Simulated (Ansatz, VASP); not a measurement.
# One calculation of ScTaN, two programs

Contents of INCAR:

```
SYSTEM = ScTaN
  PREC = Accurate
  ENCUT = 520
  EDIFF = 1E-7
  ISMEAR = -1
  SIGMA = 0.05
  LREAL = .FALSE.
  LASPH = .TRUE.
  NELM = 80
  ALGO = Normal
  ISIF = 2
  LWAVE = .FALSE.
  LCHARG = .TRUE.
  GGA = PE
  LELF = .TRUE.
  LVHAR = .TRUE.
  NBANDS = 36
```

File KPOINTS:

```
regular mesh
0
G
  10 10 3
  0 0 0
```

POSCAR

```
ScTaN
1.0
    3.0850655424      0.0000000000      0.0000000000
   -1.5425327712      2.6717451321      0.0000000000
    0.0000000000      0.0000000000     10.3401360000
Ta Sc N
2 2 2
Direct
    0.3333333333      0.6666666667      0.2456310000
    0.6666666667      0.3333333333      0.7543690000
    0.0000000000      0.0000000000      0.0000000000
    0.0000000000      0.0000000000      0.5000000000
    0.3333333333      0.6666666667      0.6298410000
    0.6666666667      0.3333333333      0.3701590000
```

File input.yaml:

```yaml
crystal:
  lattice:
    - [3.0850655424, 0.0, 0.0]
    - [-1.5425327712, 2.6717451321, 0.0]
    - [0.0, 0.0, 10.340136]
  atoms:
    - { symbol: Ta, position: [0.3333333333, 0.6666666667, 0.245631] }
    - { symbol: Ta, position: [0.6666666667, 0.3333333333, 0.754369] }
    - { symbol: Sc, position: [0.0, 0.0, 0.0] }
    - { symbol: Sc, position: [0.0, 0.0, 0.5] }
    - { symbol: "N", position: [0.3333333333, 0.6666666667, 0.629841] }
    - { symbol: "N", position: [0.6666666667, 0.3333333333, 0.370159] }
hamiltonian:
  xc: pbe
  pseudopotentials: { kind: paw }
kpoints:
  mp_grid: { grid: [10, 10, 3] }
  band_path:
    path:
      - [[0.0, 0.0, 0.0], [0.5, 0.0, 0.0], [0.3333333333, 0.3333333333, 0.0], [0.0, 0.0, 0.0], [0.0, 0.0, 0.5], [0.5, 0.0, 0.5], [0.3333333333, 0.3333333333, 0.5], [0.0, 0.0, 0.5]]
      - [[0.5, 0.0, 0.5], [0.5, 0.0, 0.0]]
      - [[0.3333333333, 0.3333333333, 0.0], [0.3333333333, 0.3333333333, 0.5]]
    npoints: 14
scf:
  occupations: { method: fermi_dirac, width: 0.05 }
  n_extra_bands: 15
output:
  forces: true
  stress: true
  eigenvalues: true
  fatbands: false
  write_density: true
  write_potential: true
  elf: true
  volumetric_format: npy
```

The cell comes from a database or a generator and needn't be the stable form of this composition.

Alike in both runs: functional PBE; k mesh 10 × 10 × 3; occupations fermi-dirac, width 0.05 eV; no spin polarisation.

|  | VASP | Ansatz |
| --- | --- | --- |
| version | VASP 6.6.1 | Ansatz 0.2.0 |
| potentials or method | VASP PAW PBE potentials, release 64 (Ta_pv, Sc_sv, N) | Ansatz PAW |
| plane-wave cutoff (eV) | 520 | 420 |
| valence electrons in the cell | 54 | 58 |
| task | single point | band structure |

|  | VASP | Ansatz | Ansatz less VASP |
| --- | --- | --- | --- |
| gap on the k mesh at the Fermi level (eV) | none | none | - |
| pressure (GPa) | -0.1 | -0.5 | -0.47 |
| largest component of the traceless stress (GPa) | 0.29 | 0.32 | +0.024 |
| rms of the force components (eV/Å) | 0.004 | 0.012 | +0.0079 |

Atom by atom the forces differ by 0.014 eV/Å (rms over components). A gap of «none» marks a metal or a gap that the smearing closes. With one functional, cell and mesh, what is left measures potentials, basis and numerics. The two sets of potentials don't hold the same shells in valence.

Caveats: spin-orbit coupling is left out, which moves the levels of the heavy elements (Ansatz). Spin-orbit coupling is left out, which matters for the levels of Ta.
